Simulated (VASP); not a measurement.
These are PW91 GGA, VASP's PBE PAW potentials (set 64) (plane waves; VASP 6.6.1) values and carry that method's errors.

Input for VASP

**INCAR**
```
SYSTEM = SiO2
PREC = Accurate
ENCUT = 520
EDIFF = 1E-7
NELM = 100
ALGO = Normal
LREAL = .FALSE.
LASPH = .TRUE.
ISMEAR = -5
GGA = 91
LWAVE = .FALSE.
LCHARG = .TRUE.
LORBIT = 11
NEDOS = 601
ISIF = 2
LEFG = .TRUE.
```

### KPOINTS
```
Automatic mesh
0
Gamma
6 6 9
0 0 0
```

POSCAR:
```
SiO2
8.4577970
  0.5000000265   0.0000000000   0.0000000000
  0.0000000000   0.5000000265   0.0000000000
  0.0000000000   0.0000000000   0.3187017128
Si O
2 4
Cartesian
  0.0000000000   0.5000000265   0.0000000000
  0.2500000133   0.2500000133   0.1593508564
  0.1532853211   0.1532853211   0.0000000000
  0.4032853344   0.0967146921   0.1593508564
  0.0967146921   0.4032853344   0.1593508564
  0.3467147054   0.3467147054   0.0000000000
```

POTCAR, in this order: Si O (PBE.64 set). Program: vasp_std.

The resulting files:

File OUTCAR:
```
 ion  position               nearest neighbor table
   1  0.000  0.000  0.000-   4 1.78   5 1.78   4 1.78   5 1.78   3 1.83   6 1.83
   2  0.500  0.500  0.500-   3 1.78   6 1.78   3 1.78   6 1.78   5 1.83   4 1.83
   3  0.307  0.307  0.000-   2 1.78   2 1.78   1 1.83
   4  0.807  0.193  0.500-   1 1.78   1 1.78   2 1.83
   5  0.193  0.807  0.500-   1 1.78   1 1.78   2 1.83
   6  0.693  0.693  0.000-   2 1.78   2 1.78   1 1.83
  LATTYP: Found a simple tetragonal cell.
 ALAT       =     4.2288987242
 C/A-ratio  =     0.6374033918
 Subroutine PRICEL returns:
 Original cell was already a primitive cell.
 Subroutine GETGRP returns: Found 16 space group operations
The static configuration has the point symmetry D_2h.
 The point group associated with its full space group is D_4h.
The dynamic configuration has the point symmetry D_2h.
 Subroutine INISYM returns: Found 16 space group operations
 Subroutine IBZKPT returns following result:
 Found     50 irreducible k-points:

 Following reciprocal coordinates:
            Coordinates               Weight
  0.000000  0.000000  0.000000      1.000000
  0.166667  0.000000  0.000000      4.000000
  0.333333  0.000000  0.000000      4.000000
  0.500000  0.000000  0.000000      2.000000
  0.166667  0.166667  0.000000      4.000000
  0.333333  0.166667  0.000000      8.000000
  0.500000  0.166667  0.000000      4.000000
  0.333333  0.333333  0.000000      4.000000
  0.500000  0.333333  0.000000      4.000000
  0.500000  0.500000  0.000000      1.000000
  0.000000  0.000000  0.111111      2.000000
  0.166667  0.000000  0.111111      8.000000
  0.333333  0.000000  0.111111      8.000000
  0.500000  0.000000  0.111111      4.000000
  0.166667  0.166667  0.111111      8.000000
  0.333333  0.166667  0.111111     16.000000
  0.500000  0.166667  0.111111      8.000000
  0.333333  0.333333  0.111111      8.000000
  0.500000  0.333333  0.111111      8.000000
  0.500000  0.500000  0.111111      2.000000
  0.000000  0.000000  0.222222      2.000000
  0.166667  0.000000  0.222222      8.000000
  0.333333  0.000000  0.222222      8.000000
  0.500000  0.000000  0.222222      4.000000
  0.166667  0.166667  0.222222      8.000000
  0.333333  0.166667  0.222222     16.000000
  0.500000  0.166667  0.222222      8.000000
  0.333333  0.333333  0.222222      8.000000
  0.500000  0.333333  0.222222      8.000000
  0.500000  0.500000  0.222222      2.000000
  0.000000  0.000000  0.333333      2.000000
  0.166667  0.000000  0.333333      8.000000
  0.333333  0.000000  0.333333      8.000000
  0.500000  0.000000  0.333333      4.000000
  0.166667  0.166667  0.333333      8.000000
  0.333333  0.166667  0.333333     16.000000
  0.500000  0.166667  0.333333      8.000000
  0.333333  0.333333  0.333333      8.000000
  0.500000  0.333333  0.333333      8.000000
  0.500000  0.500000  0.333333      2.000000
   k-points           NKPTS =     50   k-points in BZ     NKDIM =     50   number of bands    NBANDS=     20
   number of dos      NEDOS =    601   number of ions     NIONS =      6
   total plane-waves  NPLWV =  20480
   dimension x,y,z NGX =    32 NGY =   32 NGZ =   20
   dimension x,y,z NGXF=    64 NGYF=   64 NGZF=   40
   ions per type =               2   4
   PREC   = accura    normal or accurate (medium, high low for compatibility)
   ISTART =      0    job   : 0-new  1-cont  2-samecut
   ICHARG =      2    charge: 1-file 2-atom 10-const
   ISPIN  =      1    spin polarized calculation?
   LNONCOLLINEAR =      F non collinear calculations
   LSORBIT =      F    spin-orbit coupling
   INIWAV =      1    electr: 0-lowe 1-rand  2-diag
...
```

**OSZICAR**
```
       N       E                     dE             d eps       ncg     rms          rms(c)
DAV:   1     0.165284375266E+03    0.16528E+03   -0.18225E+04  2024   0.154E+03
DAV:   2    -0.441110577001E+02   -0.20940E+03   -0.20285E+03  2724   0.324E+02
DAV:   3    -0.513854021991E+02   -0.72743E+01   -0.72469E+01  2400   0.640E+01
DAV:   4    -0.514454413446E+02   -0.60039E-01   -0.59966E-01  2372   0.659E+00
DAV:   5    -0.514461354535E+02   -0.69411E-03   -0.69403E-03  2316   0.687E-01    0.170E+01
DAV:   6    -0.465713024914E+02    0.48748E+01   -0.19710E+01  2228   0.313E+01    0.746E+00
DAV:   7    -0.465933070275E+02   -0.22005E-01   -0.51951E-01  2360   0.514E+00    0.286E+00
DAV:   8    -0.466028624586E+02   -0.95554E-02   -0.17198E-02  2260   0.137E+00    0.109E+00
DAV:   9    -0.466080642581E+02   -0.52018E-02   -0.73703E-03  2312   0.943E-01    0.250E-01
DAV:  10    -0.466082433107E+02   -0.17905E-03   -0.72404E-04  2356   0.221E-01    0.492E-02
DAV:  11    -0.466082041795E+02    0.39131E-04   -0.17531E-04  2288   0.101E-01    0.950E-03
DAV:  12    -0.466082051377E+02   -0.95828E-06   -0.94418E-06  2356   0.224E-02    0.442E-03
DAV:  13    -0.466082049476E+02    0.19014E-06   -0.15371E-06  2344   0.946E-03    0.244E-03
DAV:  14    -0.466082049673E+02   -0.19653E-07   -0.37942E-08  1316   0.172E-03
   1 F= -.46608205E+02 E0= -.46608205E+02  d E =0.000000E+00
```

### OUTCAR
```
------------------------ aborting loop because EDIFF is reached ----------------------------------------
  FORCE on cell =-STRESS in cart. coord.  units (eV):
  Direction    XX          YY          ZZ          XY          YZ          ZX
  --------------------------------------------------------------------------------------
  Total       -0.0056282     -0.0056282     -0.0524986      0.0000000      0.0000000      0.0000000
  in kB       -0.1870628     -0.1870628     -1.7448668      0.0000000      0.0000000      0.0000000
  external PRESSURE =      -0.7063308 kB  Pullay stress =       0.0000000 kB
  volume of cell :       48.21
      direct lattice vectors                 reciprocal lattice vectors
     4.228898724  0.000000000  0.000000000     0.236468184  0.000000000  0.000000000
     0.000000000  4.228898724  0.000000000     0.000000000  0.236468184  0.000000000
     0.000000000  0.000000000  2.695514390     0.000000000  0.000000000  0.370986704
 POSITION                                       TOTAL-FORCE (eV/Angst)
 -----------------------------------------------------------------------------------
      0.00000      0.00000      0.00000        -0.000000     -0.000000      0.000000
      2.11445      2.11445      1.34776        -0.000000     -0.000000      0.000000
      1.29646      1.29646      0.00000         0.013661      0.013661      0.000000
      3.41091      0.81799      1.34776         0.013661     -0.013661     -0.000000
      0.81799      3.41091      1.34776        -0.013661      0.013661      0.000000
      2.93244      2.93244      0.00000        -0.013661     -0.013661     -0.000000
 -----------------------------------------------------------------------------------
    total drift:                                0.000000      0.000000      0.000000
  FREE ENERGIE OF THE ION-ELECTRON SYSTEM (eV)
  ---------------------------------------------------
  free  energy   TOTEN  =       -46.6082049673 eV

  energy  without entropy=      -46.6082049673  energy(sigma->0) =      -46.60820497

 total charge

# of ion       s       p       d       tot
------------------------------------------
    1        0.581   0.843   0.000   1.424
    2        0.581   0.843   0.000   1.424
    3        1.546   3.669   0.000   5.214
    4        1.546   3.669   0.000   5.214
    5        1.546   3.669   0.000   5.214
    6        1.546   3.669   0.000   5.214
--------------------------------------------------
tot          7.344  16.361   0.000  23.705

 Electric field gradients after diagonalization (V/A^2)
 (convention: |V_zz| > |V_xx| > |V_yy|)
----------------------------------------------------------------------
 ion       V_xx      V_yy      V_zz     asymmetry (V_yy - V_xx)/ V_zz
----------------------------------------------------------------------
   1     -18.026    -4.346    22.372       0.612
   2     -18.026    -4.346    22.372       0.612
   3      64.422    49.085  -113.508       0.135
   4      64.422    49.085  -113.508       0.135
   5      64.422    49.085  -113.508       0.135
   6      64.422    49.085  -113.508       0.135
```
(Selected blocks of OUTCAR.)

The compound is SiO2 in the rutile structure, stishovite, a high-pressure form. It was relaxed first.
